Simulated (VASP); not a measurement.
# NaCaF3 (Pm-3m) in VASP: further runs

One crystal, NaCaF3, is run at these levels: PBE; tasks: single point, relaxation of cell and atoms.

Everything below comes from runs of VASP 6.6.1. Logs are shortened: lines on timing, memory, paths and dates and some standing lists are left out, and cuts for length are marked.

## 1. The crystal as given

Symmetry: Pm-3m, No. 221, cubic system. The conventional cell has a = 4.102 Å, b = 4.102 Å, c = 4.102 Å, α = 90.00°, β = 90.00°, γ = 90.00°. Around Na (site symmetry m-3m) lie 6 F at 2.05 Å. Ca (site symmetry m-3m) is surrounded by 12 F at 2.90 Å. F (site symmetry 4/mmm) is surrounded by 2 Na at 2.05 Å.

The cell was built by a generator and needn't be a form met in nature.

## 2. Single point, PBE

INCAR

```
PREC = Accurate
ENCUT = 520
EDIFF = 1E-6
ISMEAR = 0
SIGMA = 0.02
LREAL = False
LASPH = True
NELM = 80
ALGO = Normal
ISIF = 2
LWAVE = False
LCHARG = False
GGA = PE
NBANDS = 27
```

KPOINTS

```
regular mesh
0
Gamma
  6 6 6
```

POSCAR

```
NaCaF3
1.0
    4.1018560309      0.0000000000      0.0000000000
    0.0000000000      4.1018560309      0.0000000000
    0.0000000000      0.0000000000      4.1018560309
Na Ca F
1 1 3
Direct
    0.0000000000      0.0000000000      0.0000000000
    0.5000000000      0.5000000000      0.5000000000
    0.5000000000      0.0000000000      0.0000000000
    0.0000000000      0.5000000000      0.0000000000
    0.0000000000      0.0000000000      0.5000000000
```

Potentials or basis: VASP PAW PBE potentials, release 64 (Na_pv, Ca_sv, F).

On the command line:

```
$ cat potpaw_PBE.64/Na_pv/POTCAR potpaw_PBE.64/Ca_sv/POTCAR potpaw_PBE.64/F/POTCAR > POTCAR
$ mpirun -np 1 vasp_std > vasp.out
```

OUTCAR:

```text
PREC = Accurate
   ENCUT = 520
   EDIFF = 1E-6
   ISMEAR = 0
   LREAL = False
   LASPH = True
   NELM = 80
   ISIF = 2
   GGA = PE

 ion  position               nearest neighbor table
   1  0.000  0.000  0.000-   3 2.05   4 2.05   5 2.05   5 2.05   4 2.05   3 2.05
   2  0.500  0.500  0.500-
   3  0.500  0.000  0.000-   1 2.05   1 2.05
   4  0.000  0.500  0.000-   1 2.05   1 2.05
   5  0.000  0.000  0.500-   1 2.05   1 2.05

  LATTYP: Found a simple cubic cell.
 ALAT       =     4.1018560309

  Lattice vectors:

 A1 = (   4.1018560309,   0.0000000000,   0.0000000000)
 A2 = (   0.0000000000,   4.1018560309,   0.0000000000)
 A3 = (   0.0000000000,   0.0000000000,   4.1018560309)

Analysis of symmetry for initial positions (statically):
=====================================================================
 Subroutine PRICEL returns:
 Original cell was already a primitive cell.

 Routine SETGRP: Setting up the symmetry group for a
 simple cubic supercell.

 Subroutine GETGRP returns: Found 48 space group operations
 (whereof 48 operations were pure point group operations)
 out of a pool of 48 trial point group operations.

The static configuration has the point symmetry O_h .

Analysis of symmetry for dynamics (positions and initial velocities):
=====================================================================
 Subroutine PRICEL returns:
 Original cell was already a primitive cell.

 Routine SETGRP: Setting up the symmetry group for a
 simple cubic supercell.

 Subroutine GETGRP returns: Found 48 space group operations
 (whereof 48 operations were pure point group operations)
 out of a pool of 48 trial point group operations.

The dynamic configuration has the point symmetry O_h .

 Subroutine INISYM returns: Found 48 space group operations
 (whereof 48 operations are pure point group operations),
 and found     1 'primitive' translations

----------------------------------------------------------------------------------------

                                     Primitive cell

  volume of cell :      69.0146

  direct lattice vectors                    reciprocal lattice vectors
     4.101856031  0.000000000  0.000000000     0.243792077  0.000000000  0.000000000
     0.000000000  4.101856031  0.000000000     0.000000000  0.243792077  0.000000000
     0.000000000  0.000000000  4.101856031     0.000000000  0.000000000  0.243792077

  length of vectors
     4.101856031  4.101856031  4.101856031     0.243792077  0.243792077  0.243792077

  position of ions in fractional coordinates (direct lattice)
     0.000000000  0.000000000  0.000000000
     0.500000000  0.500000000  0.500000000
     0.500000000  0.000000000  0.000000000
     0.000000000  0.500000000  0.000000000
     0.000000000  0.000000000  0.500000000

  ion indices of the primitive-cell ions
   primitive index   ion index
                 1           1
                 2           2
                 3           3
                 4           4
                 5           5

----------------------------------------------------------------------------------------

 KPOINTS: regular mesh

Automatic generation of k-mesh.
 Grid dimensions read from file:
 generate k-points for:    6    6    6

 Generating k-lattice:

  Cartesian coordinates                     Fractional coordinates (reciprocal lattice)
     0.040632013  0.000000000  0.000000000     0.166666667  0.000000000  0.000000000
     0.000000000  0.040632013  0.000000000     0.000000000  0.166666667  0.000000000
     0.000000000  0.000000000  0.040632013     0.000000000  0.000000000  0.166666667

  Length of vectors
     0.040632013  0.040632013  0.040632013

  Shift w.r.t. Gamma in fractional coordinates (k-lattice)
     0.000000000  0.000000000  0.000000000

 Subroutine IBZKPT returns following result:
 ===========================================

 Found     20 irreducible k-points:

 Following reciprocal coordinates:
            Coordinates               Weight
  0.000000  0.000000  0.000000      1.000000
  0.166667  0.000000  0.000000      6.000000
  0.333333  0.000000  0.000000      6.000000
  0.500000  0.000000  0.000000      3.000000
  0.166667  0.166667  0.000000     12.000000
  0.333333  0.166667  0.000000     24.000000
[... 12 lines left out ...]
  0.500000  0.500000  0.333333      6.000000
  0.500000  0.500000  0.500000      1.000000
   k-points           NKPTS =     20   k-points in BZ     NKDIM =     20   number of bands    NBANDS=     27
   number of dos      NEDOS =    301   number of ions     NIONS =      5
   total plane-waves  NPLWV =  32768
   dimension x,y,z NGX =    32 NGY =   32 NGZ =   32
   dimension x,y,z NGXF=    64 NGYF=   64 NGZF=   64
   ions per type =               1   1   3
   NGX,Y,Z   is equivalent  to a cutoff of  12.97, 12.97, 12.97 a.u.
   NGXF,Y,Z  is equivalent  to a cutoff of  25.94, 25.94, 25.94 a.u.
 SYSTEM =  unknown system
   PREC   = accura    normal or accurate (medium, high low for compatibility)
   ISTART =      0    job   : 0-new  1-cont  2-samecut
   ICHARG =      2    charge: 1-file 2-atom 10-const
   ISPIN  =      1    spin polarized calculation?
   LNONCOLLINEAR =      F non collinear calculations
   LSORBIT =      F    spin-orbit coupling
   LASPH  =      T    aspherical Exc in radial PAW
   ENCUT  =  520.0 eV  38.22 Ry    6.18 a.u.   7.63  7.63  7.63*2*pi/ulx,y,z
   NELM   =     80;   NELMIN=  2; NELMDL= -5     # of ELM steps
   EDIFF  = 0.1E-05   stopping-criterion for ELM
   LREAL  =      F    real-space projection
   EDIFFG = 0.1E-04   stopping-criterion for IOM
   NSW    =      0    number of steps for IOM
   IBRION =     -1    ionic relax: 0-MD 1-quasi-New 2-CG
   NFREE  =      0    steps in history (QN), initial steepest desc. (CG)
   ISIF   =      2    stress and relaxation
   ISYM   =      2    0-nonsym 1-usesym 2-fastsym
   POTIM  = 0.5000    time-step for ionic-motion
   TEBEG  =    0.0;   TEEND  =   0.0 temperature during run
   PSTRESS=    0.0 pullay stress
   NELECT =      38.0000    total number of electrons
   NUPDOWN=      -1.0000    fix difference up-down
   EMIN   =  10.00;   EMAX   =-10.00  energy-range for DOS
   EFERMI =   0.00;   METHOD = LEGACY
   ISMEAR =     0;   SIGMA  =   0.02  broadening in eV -4-tet -1-fermi 0-gaus
   EFERMI_NEDOS =   21; number of points for ismear=-14 and -15
   IALGO  =     38    algorithm
   IMIX   =      4    mixing-type and parameters
     AMIX     =   0.40;   BMIX     =  1.00
     AMIX_MAG =   1.60;   BMIX_MAG =  1.00
  volume/ion in A,a.u.               =      13.80        93.15
  Fermi-wavevector in a.u.,A,eV,Ry     =   1.341804  2.535641 24.496431  1.800437
  Thomas-Fermi vector in A             =   2.470008
   LORBIT       =      0    0 simple, 1 ext, 2 COOP (PROOUT), +10 PAW based schemes
   GGA     = PE    functional components
   LHFCALC =     F    Hartree Fock is set to
   AEXX    =    0.0000 exact exchange contribution
   IVDW    =     0    specifies the selected vdW correction
   LEPSILON=     F    determine dielectric tensor
   LRPA    =     F    only Hartree local field effects (RPA)
 non-spin polarized calculation
 Gauss-broadening in eV      SIGMA  =   0.02
  energy-cutoff  :      520.00
  volume of cell :       69.01
 maximum number of plane-waves:      1881
 NGX is ok and might be reduce to    32
   NGX = 15   NGY = 15   NGZ = 15

 number of electron      38.0000051 magnetization

 Free energy of the ion-electron system (eV)
  ---------------------------------------------------
  ext. energy  EPLUGINS =         0.00000000
  ---------------------------------------------------
  free energy    TOTEN  =       -23.49161433 eV

  energy without entropy =      -23.49161433  energy(sigma->0) =      -23.49161433

 E-fermi :  -0.8202     XC(G=0):  -9.3492

 val. band max:       -0.9029393639   @ k =   0.0000   0.0000   0.0000
 cond. band min:       4.0496720239   @ k =   0.0000   0.0000   0.0000
 fundamental gap:      4.9526113878
 Fermi energy:        -0.8201914771

 k-point     1 :       0.0000    0.0000    0.0000
  band No.  band energies     occupation
      1     -40.1010      2.00000
      2     -20.9950      2.00000
      3     -20.9950      2.00000
      4     -20.9950      2.00000
      5     -20.5783      2.00000
      6     -20.0744      2.00000
[... 19 lines left out ...]
     26      13.7698      0.00000
     27      13.7698      0.00000

 k-point     2 :       0.1667    0.0000    0.0000
  band No.  band energies     occupation
      1     -40.1004      2.00000
      2     -21.0660      2.00000
      3     -20.9937      2.00000
      4     -20.9937      2.00000
      5     -20.5489      2.00000
      6     -20.1657      2.00000
[... 19 lines left out ...]
     26      12.0819      0.00000
     27      13.6454      0.00000

 k-point     3 :       0.3333    0.0000    0.0000
  band No.  band energies     occupation
      1     -40.0993      2.00000
      2     -21.1713      2.00000
      3     -20.9910      2.00000
      4     -20.9910      2.00000
      5     -20.6071      2.00000
      6     -20.2137      2.00000
[... 19 lines left out ...]
     26       9.8299      0.00000
     27      13.4055      0.00000

 k-point     4 :       0.5000    0.0000    0.0000
  band No.  band energies     occupation
      1     -40.0987      2.00000
      2     -21.2139      2.00000
      3     -20.9897      2.00000
      4     -20.9897      2.00000
      5     -20.6694      2.00000
      6     -20.1969      2.00000
[... 19 lines left out ...]
     26       7.7146      0.00000
     27      13.2887      0.00000
[... 396 lines left out ...]
      4     -21.0162      2.00000
      5     -20.5869      2.00000
      6     -20.5340      2.00000
[... 19 lines left out ...]
     26      10.0389      0.00000
     27      11.0107      0.00000

 k-point    19 :       0.5000    0.5000    0.3333
  band No.  band energies     occupation
      1     -40.0950      2.00000
      2     -21.0706      2.00000
      3     -21.0706      2.00000
      4     -21.0152      2.00000
      5     -20.6074      2.00000
      6     -20.6074      2.00000
[... 19 lines left out ...]
     26      10.4622      0.00000
     27      10.4622      0.00000

 k-point    20 :       0.5000    0.5000    0.5000
  band No.  band energies     occupation
      1     -40.0945      2.00000
      2     -21.0251      2.00000
      3     -21.0251      2.00000
      4     -21.0251      2.00000
      5     -20.6538      2.00000
      6     -20.6538      2.00000
[... 19 lines left out ...]
     26      10.9242      0.00000
     27      10.9242      0.00000

------------------------ aborting loop because EDIFF is reached ----------------------------------------

  FORCE on cell =-STRESS in cart. coord.  units (eV):
  Direction    XX          YY          ZZ          XY          YZ          ZX
  --------------------------------------------------------------------------------------
  -------------------------------------------------------------------------------------
  Total        0.0448554      0.0448554      0.0448554      0.0000000      0.0000000     -0.0000000
  in kB        1.0413201      1.0413201      1.0413201      0.0000000      0.0000000     -0.0000000
  external PRESSURE =       1.0413201 kB  Pullay stress =       0.0000000 kB

 VOLUME and BASIS-vectors are now :
 -----------------------------------------------------------------------------
  energy-cutoff  :      520.00
  volume of cell :       69.01
      direct lattice vectors                 reciprocal lattice vectors
     4.101856031  0.000000000  0.000000000     0.243792077  0.000000000  0.000000000
     0.000000000  4.101856031  0.000000000     0.000000000  0.243792077  0.000000000
     0.000000000  0.000000000  4.101856031     0.000000000  0.000000000  0.243792077

 POSITION                                       TOTAL-FORCE (eV/Angst)
 -----------------------------------------------------------------------------------
      0.00000      0.00000      0.00000         0.000000      0.000000      0.000000
      2.05093      2.05093      2.05093         0.000000      0.000000      0.000000
      2.05093      0.00000      0.00000         0.000000      0.000000      0.000000
      0.00000      2.05093      0.00000         0.000000      0.000000      0.000000
      0.00000      0.00000      2.05093         0.000000      0.000000      0.000000
 -----------------------------------------------------------------------------------
    total drift:                                0.000000      0.000000     -0.000000

  FREE ENERGIE OF THE ION-ELECTRON SYSTEM (eV)
  ---------------------------------------------------
  free  energy   TOTEN  =       -23.4916143316 eV

  energy  without entropy=      -23.4916143316  energy(sigma->0) =      -23.49161433
```

Run time: 16 s. Hardware: 1 thread of Intel Xeon 6975P-C (Granite Rapids), shared host; peak memory 0.18 GiB.

What came out:

* Free energy: -23.4916 eV
* Pressure: 0.1 GPa
* Band gap on the k mesh: 4.95 eV, direct

A k mesh can miss the band edges. Expect the measured gap to be larger: semilocal functionals such as PBE lack the derivative discontinuity.

## 3. Relaxation of cell and atoms, PBE

INCAR

```
SYSTEM = NaCaF3
PREC = Accurate
ENCUT = 600
EDIFF = 1E-6
ISMEAR = 0
SIGMA = 0.02
LREAL = .False.
LASPH = .True.
NELM = 100
ALGO = Fast
ISIF = 3
LWAVE = .False.
LCHARG = .False.
GGA = PE
IBRION = 2
NSW = 100
EDIFFG = -0.01
```

KPOINTS

```
Automatic mesh
0
Gamma
  6 6 6
  0 0 0
```

POSCAR is that of step 2.

Potentials or basis: VASP PAW PBE potentials, release 64 (Na_pv, Ca_sv, F).

On the command line:

```
$ cat potpaw_PBE.64/Na_pv/POTCAR potpaw_PBE.64/Ca_sv/POTCAR potpaw_PBE.64/F/POTCAR > POTCAR
$ mpirun -np 1 vasp_std > vasp.out
```

Wall time 33 s (1 thread of Intel Xeon 6975P-C (Granite Rapids), shared host); peak memory 0.22 GiB.

It converged, with:

- Free energy: -23.4975 eV
- Pressure after relaxing: 0.0 GPa
- Band gap on the k mesh: 5.00 eV, direct

Final structure:
```cif
data_structure
_symmetry_space_group_name_H-M 'P 1'
_symmetry_Int_Tables_number 1
_cell_length_a 4.1019
_cell_length_b 4.1019
_cell_length_c 4.1019
_cell_angle_alpha 90.000
_cell_angle_beta 90.000
_cell_angle_gamma 90.000
_cell_volume 69.01
loop_
_atom_site_label
_atom_site_type_symbol
_atom_site_fract_x
_atom_site_fract_y
_atom_site_fract_z
_atom_site_occupancy
Na1 Na 0.00000 0.00000 0.00000 1
Ca1 Ca 0.50000 0.50000 0.50000 1
F1 F 0.50000 0.00000 0.00000 1
F2 F 0.00000 0.50000 0.00000 1
F3 F 0.00000 0.00000 0.50000 1
```

Levels at points of the mesh, in eV from the valence-band top:
| k point | band 15 | band 16 | band 17 | band 18 | band 19 | band 20 | band 21 | band 22 | band 23 |
| --- | --- | --- | --- | --- | --- | --- | --- | --- | --- |
| (0.00, 0.00, 0.00) | -0.66 | -0.66 | 0.00 | 0.00 | 0.00 | 5.00 | 5.57 | 5.57 | 6.70 |
| (0.50, 0.00, 0.00) | -0.98 | -0.95 | -0.95 | -0.16 | -0.16 | 6.26 | 6.29 | 6.91 | 8.30 |
| (0.50, 0.50, 0.00) | -1.08 | -1.08 | -0.56 | -0.28 | -0.13 | 6.43 | 6.74 | 7.10 | 7.13 |
| (0.50, 0.50, 0.50) | -0.28 | -0.28 | -0.09 | -0.09 | -0.09 | 6.23 | 6.23 | 6.23 | 7.20 |

Caveat: the relaxation stopped at its first step, so nothing moved. A k mesh can miss the band edges.

## 4. Single point, PBE

INCAR

```
SYSTEM = NaCaF3
  PREC = Accurate
  ENCUT = 520
  EDIFF = 1E-7
  ISMEAR = 0
  SIGMA = 0.1
  LREAL = .False.
  LASPH = .True.
  NELM = 100
  ALGO = Normal
  ISIF = 2
  LWAVE = .False.
  LCHARG = .False.
  GGA = PE
  NBANDS = 27
```

KPOINTS

```
Automatic mesh
0
Gamma
  4 4 4
  0 0 0
```

POSCAR is that of step 3.

On the command line:

```
$ cat potpaw_PBE.64/Na_pv/POTCAR potpaw_PBE.64/Ca_sv/POTCAR potpaw_PBE.64/F/POTCAR > POTCAR
$ mpirun -np 1 vasp_std > vasp.out
```

Run time: 9.3 s. Hardware: 1 thread of Intel Xeon 6975P-C (Granite Rapids), shared host; peak memory 0.18 GiB.

Results (log left out):

```
Free energy            : -23.4915 eV
Pressure               : 0.1 GPa
Band gap on the k mesh : 4.95 eV, direct
```

Levels at points of the mesh, in eV from the valence-band top:
| k point | band 16 | band 17 | band 18 | band 19 | band 20 | band 21 | band 22 | band 23 |
| --- | --- | --- | --- | --- | --- | --- | --- | --- |
| (0.00, 0.00, 0.00) | -0.66 | 0.00 | 0.00 | 0.00 | 4.95 | 5.57 | 5.57 | 6.70 |
| (0.50, 0.00, 0.00) | -0.95 | -0.95 | -0.16 | -0.16 | 6.19 | 6.25 | 6.79 | 7.12 |
| (0.50, 0.50, 0.00) | -1.08 | -0.56 | -0.28 | -0.13 | 6.43 | 6.61 | 7.10 | 7.10 |
| (0.50, 0.50, 0.50) | -0.27 | -0.09 | -0.09 | -0.09 | 6.23 | 6.23 | 6.23 | 7.20 |

## 5. The runs side by side

| task | cell | k mesh | cutoff (eV) | smearing | gap on the mesh (eV) | pressure (GPa) |
| --- | --- | --- | --- | --- | --- | --- |
| single point | as given | 6 × 6 × 6 | 520 | gaussian 0.02 eV | 4.95 | 0.1 |
| relaxation of cell and atoms | relaxed | 6 × 6 × 6 | 600 | gaussian 0.02 eV | 5.00 | 0.0 |
| single point | as given | 4 × 4 × 4 | 520 | gaussian 0.1 eV | 4.95 | 0.1 |

Alike in all rows: level PBE; potentials or basis VASP PAW PBE potentials, release 64 (Na_pv, Ca_sv, F); no spin polarisation.

Caveats: the relaxation stopped at its first step, so nothing moved (some runs).

Total energies depend on the potentials used, so only differences within one code and one set of settings carry meaning.
